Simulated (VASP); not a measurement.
TiOs3:

```xyz
4
Lattice="3.8877 0.0000 0.0000 0.0000 3.8877 0.0000 0.0000 0.0000 3.8877" Properties=species:S:1:pos:R:3 pbc="T T T"
Ti    0.0000    0.0000    0.0000
Os    1.9439    1.9439    0.0000
Os    1.9439    0.0000    1.9439
Os    0.0000    1.9439    1.9439
```

The cell comes from a database or a generator and needn't be the stable form of this composition.

Base run:

| Property | Result |
| --- | --- |
| Program | VASP 6.6.1 |
| Functional | PBE |
| Potentials or basis | VASP PAW PBE potentials, release 64 (Ti_sv, Os) |
| Cutoff | 520 eV |
| k mesh | 6 × 6 × 6 |
| Occupations | fermi-dirac, width 0.1 eV |
| Spin | no spin polarisation |

Its results: band gap on the k mesh none (metal or under the smearing width); pressure -1.3 GPa.

Q: The run is repeated on the same cell with these changes: occupations from fermi-dirac, width 0.1 eV to fermi-dirac, width 0.3 eV; further incar settings from ALGO = Normal; EDIFF = 1e-06; NBANDS = 26 to ALGO = Normal; EDIFF = 1e-07; NBANDS = 26. What comes out?

A: Band gap on the k mesh none (metal or under the smearing width); pressure 0.7 GPa.

Not every run made on this cell is shown here.
